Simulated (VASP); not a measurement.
Crystal: Hf2ZrGe3.

```
Zr Hf Ge
1.0
     5.74500   -5.00000    0.00000
     5.74500    5.00000    0.00000
     0.00000    0.00000    3.78000
Zr Hf Ge
2 4 6
Direct
  0.14000 0.86000 0.25000
  0.86000 0.14000 0.75000
  0.52667 0.80667 0.75000
  0.80667 0.52667 0.25000
  0.47333 0.19333 0.25000
  0.19333 0.47333 0.75000
  0.75833 0.90833 0.25000
  0.90833 0.75833 0.75000
  0.57500 0.42500 0.75000
  0.42500 0.57500 0.25000
  0.24167 0.09167 0.75000
  0.09167 0.24167 0.25000
```

The cell was built by a generator and needn't be a form met in nature.

- Program: VASP 6.6.1
- Task: relaxation of cell and atoms
- Functional: PBE
- Potentials or basis: VASP PAW PBE potentials, release 64 (Zr_sv, Hf_pv, Ge_d)
- Cutoff: 520 eV
- k mesh: 3 × 3 × 5
- Occupations: gaussian, width 0.15 eV
- Spin: no spin polarisation

At the start: pressure 4.9 GPa; volume 18.10 Å³/atom.

Q: Where does the relaxation end?

A: Over 8 steps the energy falls by 90.9 meV/atom and the volume is 18.62 Å³/atom (+2.9 %); space group Cmcm (No. 63, to 0.05 Å).

Step by step:
```
step  energy change (eV)  largest force (eV/Å)  pressure (GPa)  volume (Å³)
   1              0.0000                2.1359            4.92       217.16
   2             -0.7937                0.3236           -6.15       234.98
   3             -0.8664                0.6741           -4.22       230.52
   4             -1.0210                0.4413            2.28       219.09
   5             -1.0625                0.2627            0.41       222.60
   6             -1.0845                0.1178            0.14       223.02
   7             -1.0849                0.0871            0.07       223.10
   8             -1.0912                0.0577           -0.03       223.42
```

Final structure:
```
Zr Hf Ge
1.0
     5.65654   -5.07582    0.00000
     5.65654    5.07582    0.00000
     0.00000    0.00000    3.89070
Zr Hf Ge
2 4 6
Direct
  0.14378 0.85622 0.25000
  0.85622 0.14378 0.75000
  0.52305 0.81041 0.75000
  0.81041 0.52305 0.25000
  0.47695 0.18959 0.25000
  0.18959 0.47695 0.75000
  0.74395 0.92031 0.25000
  0.92031 0.74395 0.75000
  0.58778 0.41222 0.75000
  0.41222 0.58778 0.25000
  0.25605 0.07969 0.75000
  0.07969 0.25605 0.25000
```
